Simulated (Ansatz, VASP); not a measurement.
Tc3Sn: VASP beside Ansatz

File INCAR:

```
SYSTEM = Tc3Sn
PREC = Accurate
ENCUT = 520
EDIFF = 1E-7
ISMEAR = -1
SIGMA = 0.05
LREAL = .FALSE.
LASPH = .TRUE.
NELM = 80
ALGO = Normal
ISIF = 2
LWAVE = .FALSE.
LCHARG = .FALSE.
GGA = PE
NBANDS = 34
```

Contents of KPOINTS:

```
Automatic mesh
0
G
  10 10 3
  0 0 0
```

Contents of POSCAR:

```
Tc3Sn
1.0
    2.9992793852      0.0000000000      0.0000000000
   -1.4996396926      2.5974521406      0.0000000000
    0.0000000000      0.0000000000      8.8027732629
Sn Tc
1 3
Direct
    0.0000000000      0.0000000000      0.0000000000
    0.3333333333      0.6666666667      0.7382180000
    0.3333333333      0.6666666667      0.2617820000
    0.0000000000      0.0000000000      0.5000000000
```

Contents of input.yaml:

```yaml
crystal:
  lattice:
    - [2.9992793852, 0.0, 0.0]
    - [-1.4996396926, 2.5974521406, 0.0]
    - [0.0, 0.0, 8.8027732629]
  atoms:
    - { symbol: Sn, position: [0.0, 0.0, 0.0] }
    - { symbol: Tc, position: [0.3333333333, 0.6666666667, 0.738218] }
    - { symbol: Tc, position: [0.3333333333, 0.6666666667, 0.261782] }
    - { symbol: Tc, position: [0.0, 0.0, 0.5] }
hamiltonian:
  xc: pbe
  pseudopotentials: { kind: paw }
kpoints:
  mp_grid: { grid: [10, 10, 3] }
scf:
  occupations: { method: fermi_dirac, width: 0.05 }
output:
  forces: true
  stress: true
  eigenvalues: true
```

Change from the starting cell: volume scaled by 1.06.

Alike in both runs: task single point; functional PBE; k mesh 10 × 10 × 3; occupations fermi-dirac, width 0.05 eV; no spin polarisation.

|  | VASP | Ansatz |
| --- | --- | --- |
| version | VASP 6.6.1 | Ansatz 0.2.0 |
| potentials or method | VASP PAW PBE potentials, release 64 (Sn_d, Tc_pv) | Ansatz PAW earlier set |
| plane-wave cutoff (eV) | 520 | 500 |
| valence electrons in the cell | 53 | 59 |

|  | VASP | Ansatz | Ansatz less VASP |
| --- | --- | --- | --- |
| gap on the k mesh at the Fermi level (eV) | none | none | - |
| pressure (GPa) | -13.1 | -12.8 | +0.31 |
| largest component of the traceless stress (GPa) | 1.20 | 1.16 | -0.036 |
| rms of the force components (eV/Å) | 0.143 | 0.128 | -0.0142 |

Atom by atom the forces differ by 0.014 eV/Å (rms over components). A gap of «none» marks a metal or a gap that the smearing closes. With one functional, cell and mesh, what is left measures potentials, basis and numerics. The two sets of potentials don't hold the same shells in valence.
